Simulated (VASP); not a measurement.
# YHfF3 (Pm-3m) in VASP: notebook

The runs below take YHfF3 through single point, relaxation of cell and atoms, with PBE.

Everything below comes from runs of VASP 6.6.1. Logs are shortened: lines on timing, memory, paths and dates and some standing lists are left out, and cuts for length are marked.

### 1 The crystal as given

The structure is cubic, space group Pm-3m (No. 221). The conventional cell has a = 4.423 Å, b = 4.423 Å, c = 4.423 Å, α = 90.00°, β = 90.00°, γ = 90.00°. Y (site symmetry m-3m) has 12 F at 3.13 Å as nearest neighbours. Around Hf (site symmetry m-3m) lie 6 F at 2.21 Å. F (site symmetry 4/mmm) is surrounded by 2 Hf at 2.21 Å.

The cell was built by a generator and needn't be a form met in nature.

### 2 Single point, PBE

Contents of INCAR:

```
PREC     = Accurate       # precision mode
ENCUT    = 520            # plane-wave cutoff, eV
EDIFF    = 1E-6           # SCF threshold, eV
ISMEAR   = 0              # smearing method
SIGMA    = 0.1            # smearing width, eV
LREAL    = False          # projectors in reciprocal space
LASPH    = True           # aspherical terms in the spheres
NELM     = 60             # most SCF steps
ALGO     = Normal         # electronic algorithm
ISIF     = 2              # what is computed and relaxed
LWAVE    = False          # write WAVECAR
LCHARG   = False          # write CHGCAR
GGA      = PE             # functional
NBANDS   = 29             # bands
```

Contents of KPOINTS:

```
regular mesh
0
Gamma
  8 8 8
```

Contents of POSCAR:

```
YHfF3
1.0
    4.4234695789      0.0000000000      0.0000000000
    0.0000000000      4.4234695789      0.0000000000
    0.0000000000      0.0000000000      4.4234695789
Y Hf F
1 1 3
Direct
    0.5000000000      0.5000000000      0.5000000000
    0.0000000000      0.0000000000      0.0000000000
    0.5000000000      0.0000000000      0.0000000000
    0.0000000000      0.5000000000      0.0000000000
    0.0000000000      0.0000000000      0.5000000000
```

Potentials or basis: VASP PAW PBE potentials, release 64 (Y_sv, Hf_pv, F).

The run is started by

```console
$ cat potpaw_PBE.64/Y_sv/POTCAR potpaw_PBE.64/Hf_pv/POTCAR potpaw_PBE.64/F/POTCAR > POTCAR
$ mpirun -np 1 vasp_std > vasp.out
```

OUTCAR:

```text
PREC = Accurate
   ENCUT = 520
   EDIFF = 1E-6
   ISMEAR = 0
   LREAL = False
   LASPH = True
   NELM = 60
   ISIF = 2
   GGA = PE

 ion  position               nearest neighbor table
   1  0.500  0.500  0.500-   3 3.13   4 3.13   5 3.13   3 3.13   4 3.13   3 3.13   5 3.13   3 3.13
                             4 3.13   5 3.13   4 3.13   5 3.13   2 3.83   2 3.83   2 3.83   2 3.83
   2  0.000  0.000  0.000-   3 2.21   4 2.21   5 2.21   5 2.21   4 2.21   3 2.21   1 3.83   1 3.83
                             1 3.83   1 3.83   1 3.83   1 3.83   1 3.83   1 3.83
   3  0.500  0.000  0.000-   2 2.21   2 2.21   1 3.13   1 3.13   1 3.13   1 3.13
   4  0.000  0.500  0.000-   2 2.21   2 2.21   1 3.13   1 3.13   1 3.13   1 3.13
   5  0.000  0.000  0.500-   2 2.21   2 2.21   1 3.13   1 3.13   1 3.13   1 3.13

  LATTYP: Found a simple cubic cell.
 ALAT       =     4.4234695789

  Lattice vectors:

 A1 = (   4.4234695789,   0.0000000000,   0.0000000000)
 A2 = (   0.0000000000,   4.4234695789,   0.0000000000)
 A3 = (   0.0000000000,   0.0000000000,   4.4234695789)

Analysis of symmetry for initial positions (statically):
=====================================================================
 Subroutine PRICEL returns:
 Original cell was already a primitive cell.

 Routine SETGRP: Setting up the symmetry group for a
 simple cubic supercell.

 Subroutine GETGRP returns: Found 48 space group operations
 (whereof 48 operations were pure point group operations)
 out of a pool of 48 trial point group operations.

The static configuration has the point symmetry O_h .

Analysis of symmetry for dynamics (positions and initial velocities):
=====================================================================
 Subroutine PRICEL returns:
 Original cell was already a primitive cell.

 Routine SETGRP: Setting up the symmetry group for a
 simple cubic supercell.

 Subroutine GETGRP returns: Found 48 space group operations
 (whereof 48 operations were pure point group operations)
 out of a pool of 48 trial point group operations.

The dynamic configuration has the point symmetry O_h .

 Subroutine INISYM returns: Found 48 space group operations
 (whereof 48 operations are pure point group operations),
 and found     1 'primitive' translations

----------------------------------------------------------------------------------------

                                     Primitive cell

  volume of cell :      86.5544

  direct lattice vectors                    reciprocal lattice vectors
     4.423469579  0.000000000  0.000000000     0.226066888  0.000000000  0.000000000
     0.000000000  4.423469579  0.000000000     0.000000000  0.226066888  0.000000000
     0.000000000  0.000000000  4.423469579     0.000000000  0.000000000  0.226066888

  length of vectors
     4.423469579  4.423469579  4.423469579     0.226066888  0.226066888  0.226066888

  position of ions in fractional coordinates (direct lattice)
     0.500000000  0.500000000  0.500000000
     0.000000000  0.000000000  0.000000000
     0.500000000  0.000000000  0.000000000
     0.000000000  0.500000000  0.000000000
     0.000000000  0.000000000  0.500000000

  ion indices of the primitive-cell ions
   primitive index   ion index
                 1           1
                 2           2
                 3           3
                 4           4
                 5           5

----------------------------------------------------------------------------------------

 KPOINTS: regular mesh

Automatic generation of k-mesh.
 Grid dimensions read from file:
 generate k-points for:    8    8    8

 Generating k-lattice:

  Cartesian coordinates                     Fractional coordinates (reciprocal lattice)
     0.028258361  0.000000000  0.000000000     0.125000000  0.000000000  0.000000000
     0.000000000  0.028258361  0.000000000     0.000000000  0.125000000  0.000000000
     0.000000000  0.000000000  0.028258361     0.000000000  0.000000000  0.125000000

  Length of vectors
     0.028258361  0.028258361  0.028258361

  Shift w.r.t. Gamma in fractional coordinates (k-lattice)
     0.000000000  0.000000000  0.000000000

 Subroutine IBZKPT returns following result:
 ===========================================

 Found     35 irreducible k-points:

 Following reciprocal coordinates:
            Coordinates               Weight
  0.000000  0.000000  0.000000      1.000000
  0.125000  0.000000  0.000000      6.000000
  0.250000  0.000000  0.000000      6.000000
  0.375000  0.000000  0.000000      6.000000
  0.500000  0.000000  0.000000      3.000000
  0.125000  0.125000  0.000000     12.000000
[... 16 lines left out ...]
  0.375000  0.375000  0.125000     24.000000
  0.500000  0.375000  0.125000     24.000000
 [... further k-points ...]
   k-points           NKPTS =     35   k-points in BZ     NKDIM =     35   number of bands    NBANDS=     29
   number of dos      NEDOS =    301   number of ions     NIONS =      5
   total plane-waves  NPLWV =  46656
   dimension x,y,z NGX =    36 NGY =   36 NGZ =   36
   dimension x,y,z NGXF=    72 NGYF=   72 NGZF=   72
   ions per type =               1   1   3
   NGX,Y,Z   is equivalent  to a cutoff of  13.53, 13.53, 13.53 a.u.
   NGXF,Y,Z  is equivalent  to a cutoff of  27.06, 27.06, 27.06 a.u.
 SYSTEM =  unknown system
   PREC   = accura    normal or accurate (medium, high low for compatibility)
   ISTART =      0    job   : 0-new  1-cont  2-samecut
   ICHARG =      2    charge: 1-file 2-atom 10-const
   ISPIN  =      1    spin polarized calculation?
   LNONCOLLINEAR =      F non collinear calculations
   LSORBIT =      F    spin-orbit coupling
   LASPH  =      T    aspherical Exc in radial PAW
   ENCUT  =  520.0 eV  38.22 Ry    6.18 a.u.   8.22  8.22  8.22*2*pi/ulx,y,z
   NELM   =     60;   NELMIN=  2; NELMDL= -5     # of ELM steps
   EDIFF  = 0.1E-05   stopping-criterion for ELM
   LREAL  =      F    real-space projection
   EDIFFG = 0.1E-04   stopping-criterion for IOM
   NSW    =      0    number of steps for IOM
   IBRION =     -1    ionic relax: 0-MD 1-quasi-New 2-CG
   NFREE  =      0    steps in history (QN), initial steepest desc. (CG)
   ISIF   =      2    stress and relaxation
   ISYM   =      2    0-nonsym 1-usesym 2-fastsym
   POTIM  = 0.5000    time-step for ionic-motion
   TEBEG  =    0.0;   TEEND  =   0.0 temperature during run
   PSTRESS=    0.0 pullay stress
   NELECT =      42.0000    total number of electrons
   NUPDOWN=      -1.0000    fix difference up-down
   EMIN   =  10.00;   EMAX   =-10.00  energy-range for DOS
   EFERMI =   0.00;   METHOD = LEGACY
   ISMEAR =     0;   SIGMA  =   0.10  broadening in eV -4-tet -1-fermi 0-gaus
   EFERMI_NEDOS =   21; number of points for ismear=-14 and -15
   IALGO  =     38    algorithm
   IMIX   =      4    mixing-type and parameters
     AMIX     =   0.40;   BMIX     =  1.00
     AMIX_MAG =   1.60;   BMIX_MAG =  1.00
  volume/ion in A,a.u.               =      17.31       116.82
  Fermi-wavevector in a.u.,A,eV,Ry     =   1.286456  2.431049 22.517215  1.654969
  Thomas-Fermi vector in A             =   2.418529
   LORBIT       =      0    0 simple, 1 ext, 2 COOP (PROOUT), +10 PAW based schemes
   GGA     = PE    functional components
   LHFCALC =     F    Hartree Fock is set to
   AEXX    =    0.0000 exact exchange contribution
   IVDW    =     0    specifies the selected vdW correction
   LEPSILON=     F    determine dielectric tensor
   LRPA    =     F    only Hartree local field effects (RPA)
 non-spin polarized calculation
 Gauss-broadening in eV      SIGMA  =   0.10
  energy-cutoff  :      520.00
  volume of cell :       86.55
 maximum number of plane-waves:      2360
 NGX is ok and might be reduce to    36
   NGX = 17   NGY = 17   NGZ = 17

 number of electron      41.9999968 magnetization

 Free energy of the ion-electron system (eV)
  ---------------------------------------------------
  ext. energy  EPLUGINS =         0.00000000
  ---------------------------------------------------
  free energy    TOTEN  =       -30.80482260 eV

  energy without entropy =      -30.76174767  energy(sigma->0) =      -30.78328513

 E-fermi :   5.0158     XC(G=0):  -9.8939

 val. band max:        5.0108275873   @ k =   0.5000   0.5000   0.2500
 cond. band min:       5.0479317266   @ k =   0.3750   0.3750   0.0000
 fundamental gap:      0.0371041392
 Fermi energy:         5.0158473001

 k-point     1 :       0.0000    0.0000    0.0000
  band No.  band energies     occupation
      1     -39.4358      2.00000
      2     -28.1257      2.00000
      3     -28.1257      2.00000
      4     -28.1257      2.00000
      5     -21.9676      2.00000
      6     -21.7618      2.00000
[... 21 lines left out ...]
     28       7.1617      0.00000
     29       7.4265      0.00000

 k-point     2 :       0.1250    0.0000    0.0000
  band No.  band energies     occupation
      1     -39.4357      2.00000
      2     -28.1490      2.00000
      3     -28.1254      2.00000
      4     -28.1254      2.00000
      5     -21.9483      2.00000
      6     -21.7613      2.00000
[... 21 lines left out ...]
     28       7.0839      0.00000
     29       7.4040      0.00000

 k-point     3 :       0.2500    0.0000    0.0000
  band No.  band energies     occupation
      1     -39.4352      2.00000
      2     -28.2040      2.00000
      3     -28.1248      2.00000
      4     -28.1248      2.00000
      5     -21.9285      2.00000
      6     -21.7602      2.00000
[... 21 lines left out ...]
     28       6.8648      0.00000
     29       7.3397      0.00000

 k-point     4 :       0.3750    0.0000    0.0000
  band No.  band energies     occupation
      1     -39.4348      2.00000
      2     -28.2573      2.00000
      3     -28.1242      2.00000
      4     -28.1242      2.00000
      5     -21.9258      2.00000
      6     -21.7593      2.00000
[... 597 lines left out ...]
     28       7.2966      0.00000
     29       7.5227      0.00000

 k-point    23 :       0.3750    0.3750    0.1250
  band No.  band energies     occupation
      1     -39.4336      2.00000
      2     -28.2559      2.00000
      3     -28.2558      2.00000
      4     -28.1461      2.00000
      5     -21.7751      2.00000
      6     -21.4807      2.00000
[... 21 lines left out ...]
     28       7.2053      0.00000
     29       8.1965      0.00000

 k-point    24 :       0.5000    0.3750    0.1250
  band No.  band energies     occupation
      1     -39.4334      2.00000
      2     -28.2775      2.00000
      3     -28.2556      2.00000
      4     -28.1459      2.00000
      5     -21.7703      2.00000
      6     -21.4739      2.00000
[... 21 lines left out ...]
     28       7.8226      0.00000
     29       7.8247      0.00000

 [... further k-points ...]

------------------------ aborting loop because EDIFF is reached ----------------------------------------

  FORCE on cell =-STRESS in cart. coord.  units (eV):
  Direction    XX          YY          ZZ          XY          YZ          ZX
  --------------------------------------------------------------------------------------
  -------------------------------------------------------------------------------------
  Total       -0.6390718     -0.6390718     -0.6390718     -0.0000000     -0.0000000      0.0000000
  in kB      -11.8296281    -11.8296281    -11.8296281     -0.0000000     -0.0000000      0.0000000
  external PRESSURE =     -11.8296281 kB  Pullay stress =       0.0000000 kB

 VOLUME and BASIS-vectors are now :
 -----------------------------------------------------------------------------
  energy-cutoff  :      520.00
  volume of cell :       86.55
      direct lattice vectors                 reciprocal lattice vectors
     4.423469579  0.000000000  0.000000000     0.226066888  0.000000000  0.000000000
     0.000000000  4.423469579  0.000000000     0.000000000  0.226066888  0.000000000
     0.000000000  0.000000000  4.423469579     0.000000000  0.000000000  0.226066888

 POSITION                                       TOTAL-FORCE (eV/Angst)
 -----------------------------------------------------------------------------------
      2.21173      2.21173      2.21173         0.000000      0.000000      0.000000
      0.00000      0.00000      0.00000         0.000000      0.000000      0.000000
      2.21173      0.00000      0.00000         0.000000      0.000000      0.000000
      0.00000      2.21173      0.00000         0.000000      0.000000      0.000000
      0.00000      0.00000      2.21173         0.000000      0.000000      0.000000
 -----------------------------------------------------------------------------------
    total drift:                                0.000000      0.000000     -0.000000

  FREE ENERGIE OF THE ION-ELECTRON SYSTEM (eV)
  ---------------------------------------------------
  free  energy   TOTEN  =       -30.8048225953 eV

  energy  without entropy=      -30.7617476724  energy(sigma->0) =      -30.78328513
```

Run time: 81 s. Hardware: 1 thread of AMD EPYC 7R13 (Zen 3), shared host; peak memory 0.24 GiB.

Results:

- Free energy: -30.8048 eV
- Pressure: -1.2 GPa
- Band gap on the k mesh: none (metal or under the smearing width)

Levels at points of the mesh, in eV from the Fermi level:
| k point | band 17 | band 18 | band 19 | band 20 | band 21 | band 22 | band 23 | band 24 | band 25 | band 26 |
| --- | --- | --- | --- | --- | --- | --- | --- | --- | --- | --- |
| (0.00, 0.00, 0.00) | -7.87 | -7.87 | -7.87 | -2.88 | -0.70 | -0.70 | -0.70 | -0.48 | -0.48 | 2.15 |
| (0.50, 0.00, 0.00) | -8.07 | -7.92 | -7.92 | -0.67 | -0.12 | -0.08 | 0.25 | 0.60 | 0.60 | 1.21 |
| (0.50, 0.50, 0.00) | -8.15 | -8.15 | -7.49 | -0.17 | 0.15 | 0.15 | 0.23 | 1.28 | 2.16 | 2.26 |
| (0.50, 0.50, 0.50) | -7.47 | -7.47 | -7.47 | 0.05 | 0.05 | 0.05 | 1.29 | 1.29 | 1.29 | 1.83 |

(Continued in part 2 of 2.)
